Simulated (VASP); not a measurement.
Method: r2SCAN meta-GGA, VASP's PBE PAW potentials (set 64) (plane waves; VASP).

VASP input:

File KPOINTS:
```
Automatic
0
gamma
9 9 9
0 0 0
```

### POSCAR
```
MgS
1
    0.0000000000     2.5957534158     2.5957534158
    2.5957534158     0.0000000000     2.5957534158
    2.5957534158     2.5957534158     0.0000000000
Mg S
1 1
Direct
  1.0000000000   0.0000000000   0.0000000000
  0.5000000000   0.5000000000   0.5000000000
```

### INCAR
```
SYSTEM  =  MgS
PREC  =  Accurate; ENCUT  =  520; LREAL  =  .FALSE.
LASPH  =  .TRUE.
EDIFF  =  1E-7; NELM  =  100; ALGO  =  Normal
LMIXTAU  =  .TRUE.
ISMEAR  =  0; SIGMA  =  0.05
METAGGA  =  R2SCAN
ISIF  =  2
LWAVE  =  .FALSE.; LCHARG  =  .FALSE.
```

POTCAR, in this order: Mg S (PBE.64 set). Program: vasp_std.

Output of the run:

**OSZICAR**
```
       N       E                     dE             d eps       ncg     rms          rms(c)
DAV:   1     0.176797506080E+02    0.17680E+02   -0.38556E+03   576   0.846E+02
DAV:   2    -0.160722567532E+02   -0.33752E+02   -0.32407E+02   800   0.113E+02
DAV:   3    -0.170953928790E+02   -0.10231E+01   -0.10231E+01   696   0.271E+01
DAV:   4    -0.170997442554E+02   -0.43514E-02   -0.43514E-02   856   0.201E+00
DAV:   5    -0.170997539310E+02   -0.96756E-05   -0.96756E-05   776   0.702E-02    0.466E+00
DAV:   6    -0.154802041105E+02    0.16195E+01   -0.11306E+00   608   0.803E+00    0.489E+00
DAV:   7    -0.153102754530E+02    0.16993E+00   -0.49018E-01   608   0.407E+00    0.196E+00
DAV:   8    -0.154493954253E+02   -0.13912E+00   -0.26880E-01   696   0.483E+00    0.164E+00
DAV:   9    -0.154492120020E+02    0.18342E-03   -0.59254E-02   584   0.267E+00    0.157E-01
DAV:  10    -0.154965295911E+02   -0.47318E-01   -0.12434E-02   584   0.115E+00    0.112E-01
DAV:  11    -0.155021288287E+02   -0.55992E-02   -0.42752E-04   832   0.234E-01    0.120E-01
DAV:  12    -0.154582947374E+02    0.43834E-01   -0.11912E-02   560   0.129E+00    0.197E-01
DAV:  13    -0.155108021977E+02   -0.52507E-01   -0.29754E-02   560   0.188E+00    0.394E-02
DAV:  14    -0.155108286630E+02   -0.26465E-04   -0.19954E-04   816   0.151E-01    0.352E-02
DAV:  15    -0.155108451544E+02   -0.16491E-04   -0.30361E-06   664   0.255E-02    0.410E-02
DAV:  16    -0.155108311377E+02    0.14017E-04   -0.13985E-05   560   0.565E-02    0.245E-02
DAV:  17    -0.155108671427E+02   -0.36005E-04   -0.18823E-05   560   0.598E-02    0.667E-02
DAV:  18    -0.155108687320E+02   -0.15893E-05   -0.21370E-06   576   0.206E-02    0.724E-02
DAV:  19    -0.155108828812E+02   -0.14149E-04   -0.53806E-06   560   0.328E-02    0.418E-02
DAV:  20    -0.155108760528E+02    0.68283E-05   -0.13442E-06   576   0.180E-02    0.360E-02
DAV:  21    -0.155108781118E+02   -0.20590E-05   -0.96724E-08   624   0.442E-03    0.330E-02
DAV:  22    -0.155108775624E+02    0.54941E-06   -0.37490E-07   584   0.523E-03    0.101E-02
DAV:  23    -0.155108783083E+02   -0.74590E-06   -0.44540E-08   288   0.222E-03    0.402E-03
DAV:  24    -0.155108780183E+02    0.28997E-06   -0.34377E-08   280   0.147E-03    0.360E-04
DAV:  25    -0.155108784787E+02   -0.46041E-06   -0.33620E-09   280   0.724E-04    0.304E-04
DAV:  26    -0.155108779794E+02    0.49935E-06   -0.66585E-09   280   0.112E-03    0.531E-04
DAV:  27    -0.155108785046E+02   -0.52518E-06   -0.67041E-10   280   0.374E-04    0.310E-04
DAV:  28    -0.155108783312E+02    0.17334E-06   -0.15931E-10   280   0.180E-04    0.117E-04
DAV:  29    -0.155108783815E+02   -0.50289E-07   -0.53174E-11   280   0.938E-05
   1 F= -.15510878E+02 E0= -.15510878E+02  d E =-.238878E-17
```

**OUTCAR**
```
------------------------ aborting loop because EDIFF is reached ----------------------------------------
  FORCE on cell =-STRESS in cart. coord.  units (eV):
  Direction    XX          YY          ZZ          XY          YZ          ZX
  --------------------------------------------------------------------------------------
  Total        0.0143341      0.0143341      0.0143341     -0.0000000      0.0000000      0.0000000
  in kB        0.6565377      0.6565377      0.6565377     -0.0000000      0.0000000      0.0000000
  external PRESSURE =       0.6565377 kB  Pullay stress =       0.0000000 kB
  volume of cell :       34.98
      direct lattice vectors                 reciprocal lattice vectors
     0.000000000  2.595753416  2.595753416    -0.192622303  0.192622303  0.192622303
     2.595753416  0.000000000  2.595753416     0.192622303 -0.192622303  0.192622303
     2.595753416  2.595753416  0.000000000     0.192622303  0.192622303 -0.192622303
 POSITION                                       TOTAL-FORCE (eV/Angst)
 -----------------------------------------------------------------------------------
      0.00000      0.00000      0.00000        -0.000000      0.000000     -0.000000
      2.59575      2.59575      2.59575         0.000000      0.000000      0.000000
 -----------------------------------------------------------------------------------
    total drift:                                0.000000      0.000000      0.000000
  FREE ENERGIE OF THE ION-ELECTRON SYSTEM (eV)
  ---------------------------------------------------
  free  energy   TOTEN  =       -15.5108783815 eV

  energy  without entropy=      -15.5108783815  energy(sigma->0) =      -15.51087838
```
(Selected blocks of OUTCAR.)

The compound is MgS in the rock salt structure. It was relaxed first.
